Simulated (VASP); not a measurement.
An input for Ansatz (written as the equivalent of a VASP run, and not itself run):

Ansatz 0.2 input:
```yaml
crystal:
  lattice:
    - [1.9862534, -3.4402907, 0.0000000]
    - [1.9862534, 3.4402907, 0.0000000]
    - [0.0000000, 0.0000000, 6.0972985]
  atoms:
    - { symbol: Te, position: [1.0000000, 0.3059442, 0.6666670] }
    - { symbol: Te, position: [0.6940558, 0.6940558, 0.0000000] }
    - { symbol: Te, position: [0.3059442, 1.0000000, 0.3333330] }
kpoints:
  mp_grid: { grid: [6, 6, 4] }
hamiltonian:
  xc: pbe
  pseudopotentials: { kind: paw }
scf:
  occupations: { method: gaussian, width: 0.05 }
  max_iter: 100
relax:
  max_steps: 40
  f_tol: 0.01
  cell: { p_target: 10 }
output: { forces: true, stress: true, eigenvalues: true }
```

Question: Write the VASP files for the same calculation (PBE).

Answer: This is not unique; one that fits is 
KPOINTS:
```
Automatic
0
Gamma
 6 6 4
0 0 0
```

### POSCAR
```
Te
1
    1.9862534264    -3.4402906585    -0.0000000000
    1.9862534264     3.4402906585     0.0000000000
    0.0000000000     0.0000000000     6.0972984889
Te
3
Direct
  0.9999999999   0.3059441845   0.6666670000
  0.6940558156   0.6940558156   0.0000000000
  0.3059441845   0.9999999999   0.3333330000
```

INCAR:
```
ENCUT = 480   # plane-wave cut-off (eV)
LCHARG = .FALSE.
IBRION = 2   # conjugate gradients
ALGO = Normal   # blocked Davidson
EDIFF = 1E-7   # SCF stop (eV)
LREAL = .FALSE.   # projection in real space or not
SYSTEM = Te
NELM = 100
ISMEAR = 0
SIGMA = 0.05
PSTRESS = 100
EDIFFG = -0.01   # ionic stop
PREC = Accurate
LWAVE = .FALSE.
NSW = 40
LASPH = .TRUE.   # aspherical one-centre terms
GGA = PE
ISIF = 3   # ions, shape and volume
LMAXMIX = 4   # l cut-off of mixed one-centre charges
```

POTCAR, in this order: Te (PBE.64 set). Program: vasp_std.

What does not carry over: each code has its own PAW files, so the cut-off isn't converted (ENCUT is set for VASP's; basis.ecutwfc is left out, and Ansatz then takes the one that its files recommend); Ansatz stops its SCF on the density residual and VASP on the energy change (EDIFF).

The compound is Te in the trig structure. It was relaxed first under an external pressure of 10 GPa. The k-mesh is coarse (spacing up to 0.30 per Å, 2π included), so the numbers may not be converged in it.
